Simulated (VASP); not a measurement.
Be (hcp): the lattice constant c from VASP (plane waves, PAW) at several levels of theory. Static lattice.  The measured value holds thermal and zero-point effects that the static calculation lacks.

```tsv
level	lattice constant c (Å)	error against measurement
LDA	3.518	-1.9 %
PBE	3.573	-0.3 %
PBEsol	3.567	-0.5 %
SCAN	3.567	-0.5 %
r2SCAN	3.578	-0.2 %
r2SCAN+rVV10	3.578	-0.2 %
```

Measured: 3.584 Å at 293 K (as given by Wikipedia, Beryllium (infobox)).

The cell of the LDA run:

```
Be
1.0
    1.11475    -1.93081     0.00000
    1.11475     1.93081     0.00000
    0.00000     0.00000     3.51777
Be
2
Direct
  0.33333   0.66667   0.25000
  0.66667   0.33333   0.75000
```

Only levels that ran to the end are used. Left out are those held back, those with too coarse a band path, GW runs whose mesh misses a band edge, hybrids' fits of cells that aren't cubic and levels without matching references; a question may draw on a part of the rest.

The compound is Be in the hcp structure.
